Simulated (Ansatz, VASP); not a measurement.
# Si10BC183 (annealed Voronoi polycrystal of C with 5 % Si on C sites (3 grains at the start)) in two plane-wave programs, part 2 of 2

One calculation is typed for both programs; each brings its own data sets. How far apart do they land? Of the first pair: The structure shown is the start of the Ansatz relaxation below; VASP solves that cell, so the two are compared at the walk's first step.

VASP 6.6.1 and Ansatz 0.2.0.

So far. Step 4 (Comparison): The forces differ by 19 meV/Å r.m.s., which is 5.9 % of the r.m.s. force of 0.327 eV/Å (both taken over all components).

## (5) Ansatz: relaxation, PBE

Level of this step: Ansatz beside VASP: Kohn-Sham DFT, plane waves, PBE (Ansatz).

This run makes the geometry at which the two programs are then compared.

The structure compared here is the end of the Ansatz relaxation.

The input, input.yaml:

```yaml
crystal:
  lattice:
    - [13.25235, 0.0, 0.0]
    - [0.0, 10.43381, 0.0]
    - [0.0, 0.0, 11.14608]
  atoms:
    - { symbol: C, position: [0.99006, 0.19812, 0.52375] }
    - { symbol: C, position: [0.91279, 0.56831, 0.06355] }
[... 11 atom lines left out ...]
    - { symbol: C, position: [0.72405, 0.56376, 0.20773] }
    - { symbol: C, position: [0.54877, 0.25029, 0.34516] }
    - { symbol: C, position: [0.56551, 0.10376, 0.07263] }
    - { symbol: C, position: [0.65372, 0.12105, 0.13615] }
    - { symbol: C, position: [0.58049, 0.35056, 0.23466] }
    - { symbol: C, position: [0.6928, 0.32921, 0.25244] }
[... 11 atom lines left out ...]
    - { symbol: C, position: [0.6805, 0.55136, 0.69944] }
    - { symbol: C, position: [0.71267, 0.64955, 0.58886] }
[... 3 atom lines left out ...]
    - { symbol: C, position: [0.68445, 0.68354, 0.24754] }
    - { symbol: C, position: [0.91322, 0.70799, 0.23668] }
    - { symbol: C, position: [0.7174, 0.61968, 0.4578] }
[... 22 atom lines left out ...]
    - { symbol: C, position: [0.17798, 0.0521, 0.19412] }
    - { symbol: C, position: [0.1972, 0.96307, 0.09547] }
[... 8 atom lines left out ...]
    - { symbol: C, position: [0.15194, 0.54257, 0.55149] }
[... 3 atom lines left out ...]
    - { symbol: C, position: [0.19173, 0.3024, 0.46768] }
    - { symbol: C, position: [0.22081, 0.23964, 0.36605] }
    - { symbol: C, position: [0.55484, 0.44024, 0.14924] }
[... 3 atom lines left out ...]
    - { symbol: C, position: [0.50006, 0.00972, 0.13638] }
    - { symbol: C, position: [0.33767, 0.93485, 0.23781] }
[... 6 atom lines left out ...]
    - { symbol: C, position: [0.22668, 0.74333, 0.43202] }
    - { symbol: C, position: [0.20461, 0.64181, 0.33835] }
[... 24 atom lines left out ...]
    - { symbol: C, position: [0.07, 0.8296, 0.97833] }
[... 3 atom lines left out ...]
    - { symbol: C, position: [0.10029, 0.61792, 0.87972] }
    - { symbol: C, position: [0.06256, 0.33173, 0.97379] }
[... 6 atom lines left out ...]
    - { symbol: C, position: [0.6858, 0.03302, 0.81202] }
    - { symbol: C, position: [0.8633, 0.0404, 0.54333] }
    - { symbol: C, position: [0.76262, 0.03953, 0.58245] }
[... 3 atom lines left out ...]
    - { symbol: Si, position: [0.7019, 0.15624, 0.69454] }
    - { symbol: C, position: [0.5619, 0.20862, 0.67307] }
[... 2 atom lines left out ...]
    - { symbol: C, position: [0.73205, 0.04972, 0.91984] }
[... 14 atom lines left out ...]
    - { symbol: C, position: [0.30072, 0.31417, 0.79801] }
    - { symbol: C, position: [0.19504, 0.25378, 0.79015] }
[... 4 atom lines left out ...]
    - { symbol: C, position: [0.20492, 0.93825, 0.77475] }
    - { symbol: C, position: [0.16286, 0.01034, 0.87369] }
    - { symbol: C, position: [0.16163, 0.14544, 0.8716] }
    - { symbol: C, position: [0.15048, 0.26889, 0.67227] }
    - { symbol: C, position: [0.47862, 0.12734, 0.32589] }
[... 12 atom lines left out ...]
    - { symbol: C, position: [0.91194, 0.95497, 0.8435] }
    - { symbol: C, position: [0.89047, 0.77048, 0.62982] }
[... 4 atom lines left out ...]
    - { symbol: C, position: [0.39874, 0.98498, 0.95917] }
[... 3 atom lines left out ...]
    - { symbol: Si, position: [0.31187, 0.87973, 0.86884] }
    - { symbol: C, position: [0.87715, 0.85885, 0.40181] }
    - { symbol: C, position: [0.61669, 0.02278, 0.45473] }
[... 1 atom line left out ...]
    - { symbol: C, position: [0.42052, 0.93632, 0.59982] }
[... 4 atom lines left out ...]
    - { symbol: C, position: [0.11828, 0.90908, 0.57529] }
kpoints:
  mp_grid: { grid: [1, 1, 1] }
hamiltonian:
  xc: pbe
scf:
  occupations: { method: fermi_dirac, width: 0.05 }
output:
  forces: true
  eigenvalues: true
relax:
  f_tol: 0.05
  max_steps: 90
```

Command:

```
> ansatz run input.yaml --threads 4 --pin off --max-ram 8192MiB --backend cpu --events-out ev --progress --plain --runs-dir out
```

Numbers of over 12 decimals in the logs are rounded to 6 here.

Output:

```text
[...]
Crystal: 194 atoms, lattice volume = 1541.196 Å³
Basis set: ecut = 420 eV, 30163 PW (Γ), exchange–correlation on 180×144×150 points (8 copies of the dense FFT grid, shifted against one another)
Bands: 582, of which v1, the nominal top of the filled ones, is band 388 counted from 1 (387 counted from 0)
Symmetry: 1 space group operations
[...]
k-points: 1
[...]
- { symbol: Si, position: [0.615605, 0.793008, 0.141241] }
[...]
- { symbol: Si, position: [0.196773, 0.212260, 0.121291] }
[...]
- { symbol: Si, position: [0.292273, 0.507335, 0.819800] }
[...]
- { symbol: Si, position: [0.702087, 0.157967, 0.692224] }
[...]
- { symbol: Si, position: [0.313174, 0.880935, 0.870677] }
[...]
- { symbol: C, position: [0.188302, 0.976645, 0.646546] }
    - { symbol: C, position: [0.431956, 0.042040, 0.517778] }
    - { symbol: C, position: [0.388437, 0.739283, 0.677422] }
    - { symbol: C, position: [0.118720, 0.910925, 0.575792] }
```

## (6) VASP: single point, PBE, relaxed cell, pair 2

The same cell, functional, mesh and smearing now go to VASP, with its own data sets.

The input, INCAR:

```
SYSTEM = Si10BC183
PREC = Accurate
ENCUT = 520
EDIFF = 1E-06
NELM = 120
ISMEAR = -1
SIGMA = 0.05
LREAL = Auto
ALGO = Normal
GGA = PE
NBANDS = 523
LORBIT = 11
LWAVE = .FALSE.
LCHARG = .FALSE.
ISIF = 2
LASPH = .TRUE.
GGA_COMPAT = .FALSE.
```

The input, POSCAR:

```
Si10BC183
1.0
   13.2523500000      0.0000000000      0.0000000000
    0.0000000000     10.4338100000      0.0000000000
    0.0000000000      0.0000000000     11.1460800000
C Si B
183 10 1
Direct
    0.9888900000      0.1999800000      0.5239000000
    0.9104400000      0.5728900000      0.0628900000
[... 11 atom lines left out ...]
    0.5485800000      0.2449400000      0.3437000000
    0.5708000000      0.1045600000      0.0788400000
    0.6655100000      0.1157200000      0.1306900000
    0.5807600000      0.3463400000      0.2320600000
    0.6928200000      0.3251500000      0.2509100000
    0.6790100000      0.0886300000      0.3567000000
[... 11 atom lines left out ...]
    0.6877600000      0.7087100000      0.3711600000
    0.6849700000      0.6795100000      0.2469300000
[... 3 atom lines left out ...]
    0.8026300000      0.9196200000      0.1949300000
    0.8599700000      0.8368600000      0.2748400000
    0.6686300000      0.2278100000      0.3576900000
[... 22 atom lines left out ...]
    0.5039500000      0.0154700000      0.4137600000
    0.5074500000      0.8859600000      0.3454900000
[... 8 atom lines left out ...]
    0.5550800000      0.4378800000      0.1483100000
[... 3 atom lines left out ...]
    0.5057300000      0.0083500000      0.1416000000
    0.3379800000      0.9338400000      0.2384000000
    0.4009000000      0.8217700000      0.3115900000
[... 3 atom lines left out ...]
    0.4194500000      0.0559600000      0.2178800000
    0.4540600000      0.9244800000      0.0534000000
[... 6 atom lines left out ...]
    0.5742300000      0.9284700000      0.2323000000
    0.4679300000      0.7811900000      0.0986400000
[... 24 atom lines left out ...]
    0.7959900000      0.1679100000      0.9479200000
[... 3 atom lines left out ...]
    0.8635700000      0.0417400000      0.5445500000
    0.7630400000      0.0404400000      0.5835300000
[... 6 atom lines left out ...]
    0.7312000000      0.0536300000      0.9156000000
    0.5241400000      0.1689800000      0.9771300000
    0.5426100000      0.2962400000      0.9537100000
[... 3 atom lines left out ...]
    0.6680200000      0.9716400000      0.5534800000
    0.4854600000      0.1667500000      0.5692300000
[... 2 atom lines left out ...]
    0.4977100000      0.2766600000      0.4757200000
[... 14 atom lines left out ...]
    0.4783400000      0.1237500000      0.3258500000
    0.3770800000      0.1687100000      0.2862200000
[... 4 atom lines left out ...]
    0.8153000000      0.9246800000      0.0692800000
    0.7280700000      0.9479400000      0.9960100000
    0.6520500000      0.8526200000      0.9864600000
    0.8910000000      0.9617300000      0.9753000000
    0.9040700000      0.9833300000      0.4393400000
[... 12 atom lines left out ...]
    0.8689000000      0.8609300000      0.4026000000
    0.6185300000      0.0222000000      0.4535600000
[... 4 atom lines left out ...]
    0.4319600000      0.0420400000      0.5177800000
[... 3 atom lines left out ...]
    0.7416100000      0.2634700000      0.0854200000
    0.5743100000      0.7621400000      0.4466000000
    0.7120100000      0.3291700000      0.5048600000
[... 1 atom line left out ...]
    0.6156000000      0.7930100000      0.1412400000
[... 4 atom lines left out ...]
    0.6925300000      0.0114400000      0.2345700000
```

The input, KPOINTS:

```
Automatic mesh
0
Gamma
1 1 1
0 0 0
```

The projector-augmented-wave data sets are C, Si and B (PBE family, release 64).

Command:

```
> export OMP_NUM_THREADS=4
> mpirun -np 1 vasp_gam
```

Output:

```text
[... set-up lines as in an earlier step ...]
 entering main loop
       N       E                     dE             d eps       ncg     rms          rms(c)
DAV:   1     0.526021194433E+04    0.52602E+04   -0.45268E+05  1054   0.149E+03
DAV:   2    -0.114741502273E+04   -0.64076E+04   -0.60196E+04  1297   0.336E+02
DAV:   3    -0.167904566304E+04   -0.53163E+03   -0.51536E+03  1292   0.927E+01
DAV:   4    -0.169492765090E+04   -0.15882E+02   -0.15730E+02  1252   0.171E+01
[...]
DAV:  19    -0.160234190374E+04   -0.36237E-05   -0.15944E-05  1172   0.568E-03    0.583E-03
DAV:  20    -0.160234190475E+04   -0.10005E-05   -0.39914E-06   972   0.300E-03    0.323E-03
DAV:  21    -0.160234190496E+04   -0.21948E-06   -0.10906E-06   700   0.157E-03
   1 F= -.16023419E+04 E0= -.16022404E+04  d E =-.203012E+00
```

OUTCAR, selected parts (step 6):

```text
  FREE ENERGIE OF THE ION-ELECTRON SYSTEM (eV)
  ---------------------------------------------------
  free  energy   TOTEN  =     -1602.3419049648 eV

  energy  without entropy=    -1602.1388930908  energy(sigma->0) =    -1602.24039903
```

The run ends at a pressure of -0.21 GPa, with forces up to 0.078 eV/Å.

## (7) Comparison

At this near-relaxed geometry the largest component of a force difference is 68 meV/Å.

## (8) Results

```json
{"r.m.s. force difference (single point, PBE, start cell, pair 1)": "5.9 % of the r.m.s. force", "r.m.s. force difference (single point, PBE, relaxed cell, pair 2)": "19 meV/Å"}
```

In words: The r.m.s. force difference is 5.9 % of the r.m.s. force (single point, PBE, start cell, pair 1), beyond the 3 % picked in this series as the mark of a large difference. What causes the difference of the single point, PBE, start cell, pair 1 pair stays open here. What causes the difference of the single point, PBE, relaxed cell, pair 2 pair stays open here. How closely two codes agree says nothing of how well the functional describes the real material.

[Lines on the potential files, build, host, timing and source positions are cut from VASP's logs without a mark.]

[Logs are printed without paths, hosts, clocks, repeated set-up lines and the standing remarks that a program may print on its own settings, such as how far it seeks lower states.]

[Hosts, paths, dates, database ids (printed as entryN), source tags and the programs' standing remarks are cut or masked in the printed files.]
